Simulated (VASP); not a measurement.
Level of theory: PBEsol GGA, VASP's PBE PAW potentials (set 64) (plane waves; VASP 6.6.1).

The input files of a VASP run:

**INCAR**
```
# general
SYSTEM  = Cr
PREC    = Accurate
ENCUT   = 345
LREAL   = F
LASPH   = T

# electronic loop
EDIFF   = 1E-6
NELM    = 100
ALGO    = Normal
LMAXMIX = 4

# smearing
ISMEAR  = 0
SIGMA   = 0.272

# functional
GGA     = PS

# spin
ISPIN   = 2

# ions
ISIF    = 2

# output
LWAVE   = F
LCHARG  = F
LORBIT  = 11
```

File KPOINTS:
```
Regular mesh
0
Gamma
10 7 1
0 0 0
```

### POSCAR
```
Cr
1
    3.0134330000     0.0000000000     0.0000000000
    0.0000000000     4.2616390000     0.0000000000
    0.0000000000     0.0000000000    18.2980000000
Cr
8
Direct
  0.0000000000   0.7500000000   0.3279050000
  0.5000000000   0.2500000000   0.3279050000
  0.0000000000   0.2500000000   0.4426330000
  0.5000000000   0.7500000000   0.4426330000
  0.0000000000   0.7500000000   0.5573610000
  0.5000000000   0.2500000000   0.5573610000
  0.0000000000   0.2500000000   0.6720950000
  0.5000000000   0.7500000000   0.6720950000
```

POTCAR, in this order: Cr_pv (PBE.64 set). Program: vasp_std. The INCAR's line for the spin-polarised start is left out here.

**Question.** What will the output report for the number of irreducible k-points (NKPTS), largest plane-wave count, number of space-group operations, FFT grid (NGX, NGY, NGZ)?

**Answer.** 
number of irreducible k-points (NKPTS): 24
largest plane-wave count: 3453
number of space-group operations: 8
FFT grid (NGX, NGY, NGZ): 18 × 28 × 112

The cell is a sheet with vacuum, built from a database entry that may be metastable or hypothetical.
